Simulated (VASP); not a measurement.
A convergence study with VASP on HfC (rock salt): one setting is varied, all else stays as given below, so the limit is that of these other settings.

```
HfC
1.0
    0.00000     2.32000     2.32000
    2.32000     0.00000     2.32000
    2.32000     2.32000     0.00000
Hf C
1 1
Direct
  0.00000   0.00000   0.00000
  0.50000   0.50000   0.50000
```

These are PBE GGA, VASP's PBE PAW potentials (set 64) (plane waves; VASP) values and carry that method's errors. The tightest run used: 700 eV cut-off, 23×23×23 Γ-centred mesh, tetrahedra with Blöchl corrections, potentials Hf_pv C.

| setting | E (eV/atom) | pressure (GPa) | irreducible k-points |
|---|---|---|---|
| 3×3×3 mesh | -10.3255 | 0.79 | 4 |
| 4×4×4 mesh | -10.4478 | 0.52 | 8 |
| 5×5×5 mesh | -10.4920 | 1.57 | 10 |
| 6×6×6 mesh | -10.5117 | 1.08 | 16 |
| 7×7×7 mesh | -10.5178 | 0.95 | 20 |
| 8×8×8 mesh | -10.5203 | 0.90 | 29 |
| 9×9×9 mesh | -10.5219 | 1.03 | 35 |
| 10×10×10 mesh | -10.5231 | 0.99 | 47 |

Task: These are the cheaper rows. Estimate the results at 23×23×23 mesh, and how far the last row shown lies from them.

Result: 
```csv
quantity,tightest run,last row shown is off by
E (eV/atom),-10.5245,0.0014
pressure (GPa),0.98,0.01
```

Left out are rungs that failed or repeat a setting and relaxations that didn't move; long series are thinned to 24 rows.

The compound is HfC in the rock salt structure. The cell was not relaxed at this level.
